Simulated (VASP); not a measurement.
# MnO2: structure and properties in VASP, part 8 of 9

Wanted: the relaxed cell of MnO2 and its properties. The start is a computed cell from the Materials Project.

VASP 6.6.1, plane waves and PAW; the level of theory is named at each step.

Still holding for the runs below: The magnetic state follows from one typed start and may not be the lowest. Experiment finds antiferromagnetic order in this phase (a transition is listed at 92.7 K, arxiv:2401.02109), so this ferromagnetic run describes another state. The k-mesh is coarse for a metal.

So far, gap on the k-mesh (eV): step 8 (volume scan with PBE + U, volume scale 0.94) 0.100.

## 9. Volume scan with PBE + U, volume scale 0.96

Level of this step: PBE, DFT+U (Mn d 1 eV), spin-polarised from a ferromagnetic start; plane waves and PAW (Mn_pv, O) (VASP).

INCAR reads:

```
SYSTEM = MnO2
PREC = Accurate
ENCUT = 520
EDIFF = 1E-06
NELM = 100
ISMEAR = 0
SIGMA = 0.05
LREAL = .FALSE.
ALGO = Normal
GGA = PE
NBANDS = 34
ISPIN = 2
MAGMOM = 2.799 2.799 0.054 0.054 0.054 0.054
LDAU = .TRUE.
LDAUTYPE = 2
LDAUL = 2 -1
LDAUU = 1 0
LDAUJ = 0 0
LDAUPRINT = 1
LASPH = .TRUE.
LMAXMIX = 4
LORBIT = 11
LWAVE = .FALSE.
LCHARG = .FALSE.
KPAR = 2
ISIF = 2
```

POSCAR reads:

```
MnO2
1.0
    4.3914052176      0.0000000000      0.0000000000
    0.0000000000      4.3914052176      0.0000000000
    0.0000000000      0.0000000000      2.8563064941
Mn O
2 4
Direct
    0.5000000000      0.5000000000      0.5000000000
    0.0000000000      0.0000000000      0.0000000000
    0.8055697410      0.1944302590      0.5000000000
    0.6944302590      0.6944302590      0.0000000000
    0.1944302590      0.8055697410      0.5000000000
    0.3055697410      0.3055697410      0.0000000000
```

KPOINTS reads:

```
Automatic mesh
0
Gamma
5 5 7
0 0 0
```

The projector-augmented-wave data sets are Mn_pv and O (PBE family, release 64).

Launch:

```
$ mpirun -np 2 vasp_std
```

The log of the run:

```text
[... set-up lines as in an earlier step ...]
 entering main loop
       N       E                     dE             d eps       ncg     rms          rms(c)
DAV:   1     0.630261787002E+03    0.63026E+03   -0.27922E+04  3344   0.176E+03
DAV:   2    -0.254969704594E+01   -0.63281E+03   -0.57751E+03  3596   0.512E+02
DAV:   3    -0.606995334608E+02   -0.58150E+02   -0.57119E+02  3396   0.168E+02
DAV:   4    -0.618382711861E+02   -0.11387E+01   -0.11351E+01  3476   0.247E+01
DAV:   5    -0.618523102662E+02   -0.14039E-01   -0.14032E-01  3448   0.290E+00    0.450E+01
DAV:   6    -0.545627329454E+02    0.72896E+01   -0.10485E+02  3770   0.106E+02    0.514E+01
DAV:   7    -0.485394564551E+02    0.60233E+01   -0.64408E+01  3428   0.103E+02    0.212E+01
DAV:   8    -0.465968168215E+02    0.19426E+01   -0.59976E+00  3484   0.249E+01    0.829E+00
DAV:   9    -0.461837410284E+02    0.41308E+00   -0.12454E+00  4300   0.132E+01    0.353E+00
DAV:  10    -0.462004845946E+02   -0.16744E-01   -0.25462E-01  3426   0.374E+00    0.184E+00
DAV:  11    -0.462004841976E+02    0.39707E-06   -0.20501E-02  3432   0.155E+00    0.799E-01
DAV:  12    -0.461998759941E+02    0.60820E-03   -0.33972E-03  3550   0.566E-01    0.289E-01
DAV:  13    -0.461992698151E+02    0.60618E-03   -0.89405E-04  4152   0.398E-01    0.118E-01
DAV:  14    -0.461992559820E+02    0.13833E-04   -0.23674E-04  3720   0.152E-01    0.440E-02
DAV:  15    -0.461992608035E+02   -0.48214E-05   -0.39043E-05  3514   0.715E-02    0.274E-02
DAV:  16    -0.461992603908E+02    0.41267E-06   -0.70874E-06  2978   0.199E-02
   1 F= -.46199260E+02 E0= -.46199092E+02  d E =-.335945E-03  mag=     5.9995
```

Wall time 42 s (2 MPI ranks of AMD EPYC 7R43, shared host); peak memory 0.38 GiB.

OUTCAR, selected parts (step 9):

```text
   ENCUT  =  520.0 eV  38.22 Ry    6.18 a.u.   8.17  8.17  5.31*2*pi/ulx,y,z

   NELECT =      50.0000    total number of electrons

atom =   1  type =  1  l = 2

 onsite density matrix

spin component  1

  0.6035  0.0000 -0.1972  0.0000 -0.0000
  0.0000  0.7141  0.0000 -0.2389  0.0000
 -0.1972  0.0000  0.8246  0.0000 -0.0000
  0.0000 -0.2389  0.0000  0.7141  0.0000
 -0.0000  0.0000 -0.0000  0.0000  0.9653

spin component  2

  0.2631  0.0000  0.1061  0.0000 -0.0000
  0.0000  0.2596  0.0000  0.1086  0.0000
  0.1061  0.0000  0.1622  0.0000  0.0000
  0.0000  0.1086  0.0000  0.2596  0.0000
 -0.0000  0.0000  0.0000  0.0000  0.1602

 occupancies and eigenvectors

  o =  0.0951  v =  0.0000  0.0000  0.0000  0.0000  0.0000  0.5343  0.0000 -0.8453 -0.0000  0.0000      0.0000  0.0000  0.0000  0.0000  0.0000  0.0000  0.0000  0.0000  0.0000  0.0000
  o =  0.1511  v =  0.0000  0.0000  0.0000  0.0000  0.0000 -0.0000  0.7071  0.0000 -0.7071  0.0000      0.0000  0.0000  0.0000  0.0000  0.0000  0.0000  0.0000  0.0000  0.0000  0.0000
  o =  0.1602  v =  0.0000  0.0000  0.0000  0.0000  0.0000 -0.0000 -0.0000  0.0000  0.0000  1.0000      0.0000  0.0000  0.0000  0.0000  0.0000  0.0000  0.0000  0.0000  0.0000  0.0000
  o =  0.3302  v =  0.0000  0.0000  0.0000  0.0000  0.0000  0.8453  0.0000  0.5343  0.0000  0.0000      0.0000  0.0000  0.0000  0.0000  0.0000  0.0000  0.0000  0.0000  0.0000  0.0000
  o =  0.3682  v =  0.0000  0.0000  0.0000  0.0000  0.0000  0.0000 -0.7071  0.0000 -0.7071  0.0000      0.0000  0.0000  0.0000  0.0000  0.0000  0.0000  0.0000  0.0000  0.0000  0.0000
  o =  0.4752  v =  0.0000  0.7071  0.0000  0.7071 -0.0000  0.0000  0.0000  0.0000  0.0000  0.0000      0.0000  0.0000  0.0000  0.0000  0.0000  0.0000  0.0000  0.0000  0.0000  0.0000
  o =  0.4880  v = -0.8629  0.0000 -0.5054  0.0000 -0.0000  0.0000  0.0000  0.0000  0.0000  0.0000      0.0000  0.0000  0.0000  0.0000  0.0000  0.0000  0.0000  0.0000  0.0000  0.0000
  o =  0.9401  v = -0.5054  0.0000  0.8629  0.0000  0.0000  0.0000  0.0000  0.0000  0.0000  0.0000      0.0000  0.0000  0.0000  0.0000  0.0000  0.0000  0.0000  0.0000  0.0000  0.0000
  o =  0.9530  v =  0.0000  0.7071  0.0000 -0.7071 -0.0000  0.0000  0.0000  0.0000  0.0000  0.0000      0.0000  0.0000  0.0000  0.0000  0.0000  0.0000  0.0000  0.0000  0.0000  0.0000
  o =  0.9653  v =  0.0000 -0.0000  0.0000  0.0000 -1.0000  0.0000  0.0000  0.0000  0.0000  0.0000      0.0000  0.0000  0.0000  0.0000  0.0000  0.0000  0.0000  0.0000  0.0000  0.0000

atom =   2  type =  1  l = 2

 onsite density matrix

spin component  1

  0.6035  0.0000  0.1972  0.0000 -0.0000
  0.0000  0.7141  0.0000  0.2389  0.0000
  0.1972  0.0000  0.8246  0.0000  0.0000
  0.0000  0.2389  0.0000  0.7141  0.0000
 -0.0000  0.0000  0.0000  0.0000  0.9653

spin component  2

  0.2631  0.0000 -0.1061  0.0000 -0.0000
  0.0000  0.2596  0.0000 -0.1086  0.0000
 -0.1061  0.0000  0.1622  0.0000  0.0000
  0.0000 -0.1086  0.0000  0.2596  0.0000
 -0.0000  0.0000  0.0000  0.0000  0.1602

 occupancies and eigenvectors

  o =  0.0951  v =  0.0000  0.0000  0.0000  0.0000  0.0000 -0.5343  0.0000 -0.8453  0.0000  0.0000      0.0000  0.0000  0.0000  0.0000  0.0000  0.0000  0.0000  0.0000  0.0000  0.0000
  o =  0.1511  v =  0.0000  0.0000  0.0000  0.0000  0.0000  0.0000 -0.7071  0.0000 -0.7071  0.0000      0.0000  0.0000  0.0000  0.0000  0.0000  0.0000  0.0000  0.0000  0.0000  0.0000
  o =  0.1602  v =  0.0000  0.0000  0.0000  0.0000  0.0000 -0.0000 -0.0000 -0.0000  0.0000 -1.0000      0.0000  0.0000  0.0000  0.0000  0.0000  0.0000  0.0000  0.0000  0.0000  0.0000
  o =  0.3302  v =  0.0000  0.0000  0.0000  0.0000  0.0000 -0.8453  0.0000  0.5343  0.0000  0.0000      0.0000  0.0000  0.0000  0.0000  0.0000  0.0000  0.0000  0.0000  0.0000  0.0000
  o =  0.3682  v =  0.0000  0.0000  0.0000  0.0000  0.0000  0.0000 -0.7071  0.0000  0.7071  0.0000      0.0000  0.0000  0.0000  0.0000  0.0000  0.0000  0.0000  0.0000  0.0000  0.0000
  o =  0.4752  v =  0.0000  0.7071  0.0000 -0.7071 -0.0000  0.0000  0.0000  0.0000  0.0000  0.0000      0.0000  0.0000  0.0000  0.0000  0.0000  0.0000  0.0000  0.0000  0.0000  0.0000
  o =  0.4880  v =  0.8629  0.0000 -0.5054  0.0000  0.0000  0.0000  0.0000  0.0000  0.0000  0.0000      0.0000  0.0000  0.0000  0.0000  0.0000  0.0000  0.0000  0.0000  0.0000  0.0000
  o =  0.9401  v =  0.5054 -0.0000  0.8629  0.0000 -0.0000  0.0000  0.0000  0.0000  0.0000  0.0000      0.0000  0.0000  0.0000  0.0000  0.0000  0.0000  0.0000  0.0000  0.0000  0.0000
  o =  0.9530  v =  0.0000 -0.7071  0.0000 -0.7071  0.0000  0.0000  0.0000  0.0000  0.0000  0.0000      0.0000  0.0000  0.0000  0.0000  0.0000  0.0000  0.0000  0.0000  0.0000  0.0000
  o =  0.9653  v =  0.0000  0.0000  0.0000  0.0000  1.0000  0.0000  0.0000  0.0000  0.0000  0.0000      0.0000  0.0000  0.0000  0.0000  0.0000  0.0000  0.0000  0.0000  0.0000  0.0000

 E-fermi :   5.3225

 spin component 1
 k-point     1 :       0.0000    0.0000    0.0000
  band No.  band energies     occupation
    ...
     25       4.3460      1.00000
     26       4.3460      1.00000
     27       4.9129      1.00000
     28       5.0267      1.00000
     29       5.3068      0.67187
     30       8.3322      0.00000
     31       8.3322      0.00000
     32       8.9743      0.00000
     33      13.2933      0.00000
     34      16.6420      0.00000

 k-point     2 :       0.2000    0.0000    0.0000
  band No.  band energies     occupation
    ...
     24       3.9558      1.00000
     25       4.0132      1.00000
     26       4.1468      1.00000
     27       4.7738      1.00000
     28       4.9276      1.00000
     29       6.0761      0.00000
     30       8.2403      0.00000
     31       8.2715      0.00000
     32       8.7971      0.00000
     33      13.8340      0.00000
    ...

  Total        3.3254635      3.3254635      4.1091348      0.0000000      0.0000000      0.0000000
  in kB       96.7277159     96.7277159    119.5223535      0.0000000      0.0000000      0.0000000
  external PRESSURE =     104.3259284 kB  Pullay stress =       0.0000000 kB

 POSITION                                       TOTAL-FORCE (eV/Angst)
 -----------------------------------------------------------------------------------
      2.19570      2.19570      1.42815         0.000000      0.000000     -0.000000
      0.00000      0.00000      0.00000         0.000000      0.000000     -0.000000
      3.53758      0.85382      1.42815        -0.141635      0.141635     -0.000000
      3.04952      3.04952      0.00000         0.141635      0.141635     -0.000000
      0.85382      3.53758      1.42815         0.141635     -0.141635      0.000000
      1.34188      1.34188      0.00000        -0.141635     -0.141635      0.000000
 -----------------------------------------------------------------------------------
    total drift:                                0.000000      0.000000      0.000000

  FREE ENERGIE OF THE ION-ELECTRON SYSTEM (eV)
  ---------------------------------------------------
  free  energy   TOTEN  =       -46.1992603908 eV

  energy  without entropy=      -46.1989244462  energy(sigma->0) =      -46.19909242

 magnetization (x)
# of ion       s       p       d       tot
------------------------------------------
    1        0.018   0.030   2.716   2.764
    2        0.018   0.030   2.716   2.764
    3       -0.000   0.069   0.000   0.069
    4       -0.000   0.069   0.000   0.069
    5       -0.000   0.069   0.000   0.069
    6       -0.000   0.069   0.000   0.069
--------------------------------------------------
tot          0.035   0.337   5.433   5.805

[... 5 parts as in an earlier step ...]

[... 16 further parts left out ...]
```

This step gave:

```
free energy (TOTEN)                    : -46.20 eV
energy at zero smearing                : -46.20 eV
Fermi energy                           : 5.322 eV
pressure                               : 10.43 GPa
metallic, judged on the points sampled : yes
```

Force by atom:

```tsv
atom	x (eV/Å)	y (eV/Å)	z (eV/Å)	size
Mn1	0.000	0.000	0.000	0.000
Mn2	0.000	0.000	0.000	0.000
O3	-0.142	0.142	0.000	0.200
O4	0.142	0.142	0.000	0.200
O5	0.142	-0.142	0.000	0.200
O6	-0.142	-0.142	0.000	0.200
```

The pressure falls from 16.57 to 10.43 GPa.

The run ends at a pressure of 10.43 GPa, with forces up to 0.20 eV/Å.

## 10. Volume scan with PBE + U, volume scale 0.98

INCAR is that of step 9.

Changes to POSCAR since step 9:

```diff
@@ -2,5 +2,5 @@
 1.0
-    4.3914052176      0.0000000000      0.0000000000
-    0.0000000000      4.3914052176      0.0000000000
-    0.0000000000      0.0000000000      2.8563064941
+    4.4216917278      0.0000000000      0.0000000000
+    0.0000000000      4.4216917278      0.0000000000
+    0.0000000000      0.0000000000      2.8760057821
 Mn O
```

KPOINTS is that of step 9.

Launch:

```
$ mpirun -np 2 vasp_std
```

The log of the run:

```text
[... set-up lines as in an earlier step ...]
 entering main loop
       N       E                     dE             d eps       ncg     rms          rms(c)
DAV:   1     0.638348723562E+03    0.63835E+03   -0.27839E+04  3320   0.177E+03
DAV:   2    -0.124046347937E+01   -0.63959E+03   -0.58448E+03  3600   0.515E+02
DAV:   3    -0.608274146161E+02   -0.59587E+02   -0.58631E+02  3460   0.169E+02
DAV:   4    -0.620402512625E+02   -0.12128E+01   -0.12093E+01  3440   0.249E+01
[...]
DAV:  14    -0.462570702208E+02    0.17521E-04   -0.27673E-04  3768   0.162E-01    0.390E-02
DAV:  15    -0.462570744908E+02   -0.42701E-05   -0.50986E-05  3470   0.832E-02    0.290E-02
DAV:  16    -0.462570741770E+02    0.31382E-06   -0.97732E-06  3072   0.249E-02
   1 F= -.46257074E+02 E0= -.46256894E+02  d E =-.360292E-03  mag=     5.9997
```

It took 44 s on 2 MPI ranks; peak memory 0.4 GiB; 86 s of CPU time.

From OUTCAR (step 10):

```text
  Total        1.6103090      1.6103090      1.9779435     -0.0000000      0.0000000      0.0000000
  in kB       45.8831384     45.8831384     56.3582870     -0.0000000      0.0000000      0.0000000
  external PRESSURE =      49.3748546 kB  Pullay stress =       0.0000000 kB

 POSITION                                       TOTAL-FORCE (eV/Angst)
 -----------------------------------------------------------------------------------
      2.21085      2.21085      1.43800         0.000000     -0.000000      0.000000
      0.00000      0.00000      0.00000         0.000000     -0.000000      0.000000
      3.56198      0.85971      1.43800        -0.070245      0.070245      0.000000
      3.07056      3.07056      0.00000         0.070245      0.070245      0.000000
      0.85971      3.56198      1.43800         0.070245     -0.070245     -0.000000
      1.35114      1.35114      0.00000        -0.070245     -0.070245     -0.000000
 -----------------------------------------------------------------------------------
    total drift:                                0.000000      0.000000      0.000000

  FREE ENERGIE OF THE ION-ELECTRON SYSTEM (eV)
  ---------------------------------------------------
  free  energy   TOTEN  =       -46.2570741770 eV

  energy  without entropy=      -46.2567138846  energy(sigma->0) =      -46.25689403

 magnetization (x)
# of ion       s       p       d       tot
------------------------------------------
    1        0.018   0.029   2.735   2.781
    2        0.018   0.029   2.735   2.781
    3       -0.000   0.061   0.000   0.061
    4       -0.000   0.061   0.000   0.061
    5       -0.000   0.061   0.000   0.061
    6       -0.000   0.061   0.000   0.061
--------------------------------------------------
tot          0.036   0.303   5.470   5.808

[... 1 part as in an earlier step ...]

[... 2 further parts left out ...]
[key lines of the parts left out:]
E-fermi :   5.0327
```

The pressure falls from 10.43 to 4.94 GPa.

The run ends at a pressure of 4.94 GPa, with forces up to 0.099 eV/Å.

## 11. Volume scan with PBE + U, volume scale 1

INCAR is that of step 10.

Changes to POSCAR since step 10:

```diff
@@ -2,5 +2,5 @@
 1.0
-    4.4216917278      0.0000000000      0.0000000000
-    0.0000000000      4.4216917278      0.0000000000
-    0.0000000000      0.0000000000      2.8760057821
+    4.4515689296      0.0000000000      0.0000000000
+    0.0000000000      4.4515689296      0.0000000000
+    0.0000000000      0.0000000000      2.8954388431
 Mn O
```

KPOINTS is that of step 10.

Launch:

```
$ mpirun -np 2 vasp_std
```

The log of the run:

```text
[... set-up lines as in an earlier step ...]
 entering main loop
       N       E                     dE             d eps       ncg     rms          rms(c)
DAV:   1     0.631362144629E+03    0.63136E+03   -0.27853E+04  3344   0.175E+03
DAV:   2    -0.138923229046E+01   -0.63275E+03   -0.57824E+03  3636   0.511E+02
DAV:   3    -0.609965081841E+02   -0.59607E+02   -0.58613E+02  3436   0.168E+02
DAV:   4    -0.622059106375E+02   -0.12094E+01   -0.12059E+01  3476   0.251E+01
[...]
DAV:  16    -0.462776459546E+02    0.62305E-06   -0.10920E-05  3088   0.284E-02    0.194E-02
DAV:  17    -0.462776446033E+02    0.13513E-05   -0.28784E-06  2348   0.193E-02    0.445E-03
DAV:  18    -0.462776445677E+02    0.35551E-07   -0.11279E-06  1898   0.728E-03
   1 F= -.46277645E+02 E0= -.46277471E+02  d E =-.347359E-03  mag=     6.0022
```

The job ended after 48 s (2 MPI ranks; peak memory 0.4 GiB; 95 s of CPU time).

Parts of OUTCAR (step 11):

```text
  Total        0.0652804      0.0652804      0.0423446      0.0000000      0.0000000      0.0000000
  in kB        1.8228566      1.8228566      1.1824110      0.0000000      0.0000000      0.0000000
  external PRESSURE =       1.6093748 kB  Pullay stress =       0.0000000 kB

 POSITION                                       TOTAL-FORCE (eV/Angst)
 -----------------------------------------------------------------------------------
      2.22578      2.22578      1.44772         0.000000      0.000000      0.000000
      0.00000      0.00000      0.00000         0.000000      0.000000      0.000000
      3.58605      0.86552      1.44772        -0.005222      0.005222      0.000000
      3.09130      3.09130      0.00000         0.005222      0.005222      0.000000
      0.86552      3.58605      1.44772         0.005222     -0.005222     -0.000000
      1.36026      1.36026      0.00000        -0.005222     -0.005222     -0.000000
 -----------------------------------------------------------------------------------
    total drift:                                0.000000      0.000000      0.000000

  FREE ENERGIE OF THE ION-ELECTRON SYSTEM (eV)
  ---------------------------------------------------
  free  energy   TOTEN  =       -46.2776445677 eV

  energy  without entropy=      -46.2772972090  energy(sigma->0) =      -46.27747089

[... 3 parts as in an earlier step ...]

[... 1 further part left out ...]
[key lines of the parts left out:]
E-fermi :   4.7654
```

The pressure falls from 4.94 to 0.16 GPa.

The run ends at a pressure of 0.16 GPa, with forces up to 0.0074 eV/Å.

## 12. Volume scan with PBE + U, volume scale 1.02

INCAR is that of step 11.

Changes to POSCAR since step 11:

```diff
@@ -2,5 +2,5 @@
 1.0
-    4.4515689296      0.0000000000      0.0000000000
-    0.0000000000      4.4515689296      0.0000000000
-    0.0000000000      0.0000000000      2.8954388431
+    4.4810503777      0.0000000000      0.0000000000
+    0.0000000000      4.4810503777      0.0000000000
+    0.0000000000      0.0000000000      2.9146144936
 Mn O
```

KPOINTS is that of step 11.

Launch:

```
$ mpirun -np 2 vasp_std
```

The log of the run:

```text
[... set-up lines as in an earlier step ...]
 entering main loop
       N       E                     dE             d eps       ncg     rms          rms(c)
DAV:   1     0.631180732568E+03    0.63118E+03   -0.27892E+04  3312   0.175E+03
DAV:   2    -0.199503653530E+01   -0.63318E+03   -0.57890E+03  3628   0.509E+02
DAV:   3    -0.611488710249E+02   -0.59154E+02   -0.58207E+02  3388   0.168E+02
DAV:   4    -0.623358544147E+02   -0.11870E+01   -0.11834E+01  3468   0.249E+01
[...]
DAV:  16    -0.462649460390E+02    0.92044E-06   -0.12072E-05  3160   0.312E-02    0.196E-02
DAV:  17    -0.462649447135E+02    0.13255E-05   -0.44189E-06  2866   0.231E-02    0.280E-03
DAV:  18    -0.462649447490E+02   -0.35536E-07   -0.83843E-07  1844   0.567E-03
   1 F= -.46264945E+02 E0= -.46264806E+02  d E =-.278271E-03  mag=     6.0058
```

Wall time 48 s (2 MPI ranks); peak memory 0.4 GiB.

OUTCAR, selected parts (step 12):

```text
  Total       -1.4201241     -1.4201241     -1.7852527     -0.0000000      0.0000000      0.0000000
  in kB      -38.8773020    -38.8773020    -48.8730566     -0.0000000      0.0000000      0.0000000
  external PRESSURE =     -42.2092202 kB  Pullay stress =       0.0000000 kB

 POSITION                                       TOTAL-FORCE (eV/Angst)
 -----------------------------------------------------------------------------------
      2.24053      2.24053      1.45731         0.000000      0.000000      0.000000
      0.00000      0.00000      0.00000         0.000000      0.000000      0.000000
      3.60980      0.87125      1.45731         0.053930     -0.053930      0.000000
      3.11178      3.11178      0.00000        -0.053930     -0.053930      0.000000
      0.87125      3.60980      1.45731        -0.053930      0.053930      0.000000
      1.36927      1.36927      0.00000         0.053930      0.053930      0.000000
 -----------------------------------------------------------------------------------
    total drift:                                0.000000      0.000000      0.000000

  FREE ENERGIE OF THE ION-ELECTRON SYSTEM (eV)
  ---------------------------------------------------
  free  energy   TOTEN  =       -46.2649447490 eV

  energy  without entropy=      -46.2646664776  energy(sigma->0) =      -46.26480561

 magnetization (x)
# of ion       s       p       d       tot
------------------------------------------
    1        0.018   0.027   2.772   2.818
    2        0.018   0.027   2.772   2.818
    3       -0.000   0.046   0.000   0.046
    4       -0.000   0.046   0.000   0.046
    5       -0.000   0.046   0.000   0.046
    6       -0.000   0.046   0.000   0.046
--------------------------------------------------
tot          0.036   0.238   5.545   5.819

[... 1 part as in an earlier step ...]

[... 2 further parts left out ...]
[key lines of the parts left out:]
E-fermi :   4.5166
```

Spin moment in the PAW sphere by atom:

```tsv
atom	spin moment in the PAW sphere (μB)
Mn1	2.82
Mn2	2.82
O3	0.05
O4	0.05
O5	0.05
O6	0.05
```

The pressure falls from 0.16 to -4.22 GPa, so it vanishes between these two volumes.

(Part 8 of 9 ends here.)

[Lines on the potential files, build, host, timing and source positions are cut from VASP's logs without a mark.]

[Logs are printed without paths, hosts, clocks, repeated set-up lines and the standing remarks that a program may print on its own settings, such as how far it seeks lower states.]

[Hosts, paths, dates, database ids (printed as entryN), source tags and the programs' standing remarks are cut or masked in the printed files.]

[A measured line is paired with the nearest computed mode of its activity, which favours agreement.]

[In band tables of VASP the shares of atoms and orbitals are scaled to a sum of 1 inside the atoms' spheres.]
